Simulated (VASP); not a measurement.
Data:

```yaml
crystal:
  lattice:
    - [3.14217, 0.00000, 0.00000]
    - [0.00000, 3.14217, 0.00000]
    - [0.00000, 0.00000, 4.42084]
  atoms:
    - { symbol: Al, position: [0.50000, 0.50000, 0.50000] }
    - { symbol: Ga, position: [0.00000, 0.00000, 0.00000] }
    - { symbol: N, position: [0.50000, 0.00000, 0.73982] }
    - { symbol: N, position: [0.00000, 0.50000, 0.26018] }
```

Calculation: PBEsol GGA, VASP's PBE PAW potentials (set 64) (plane waves; VASP). Numerical set-up: 520 eV cut-off, 8×8×6 Γ-centred mesh, tetrahedra with Blöchl corrections, potentials Al Ga_d N.

Question: What does the run give for the energy per atom (σ→0), band gap (on the k-mesh) with the smallest direct gap where there is one?

Answer: 
```yaml
band gap (on the k-mesh): 2.80 eV
smallest direct gap (on the k-mesh): 2.80 eV
energy per atom (σ→0): -7.182 eV/atom
```

Total energies compare only between runs with the same potentials, cut-off and functional.

The structure comes from a computed database's AlGaN2 entry (P-4m2); how it stands against other phases isn't given here. It was relaxed first.
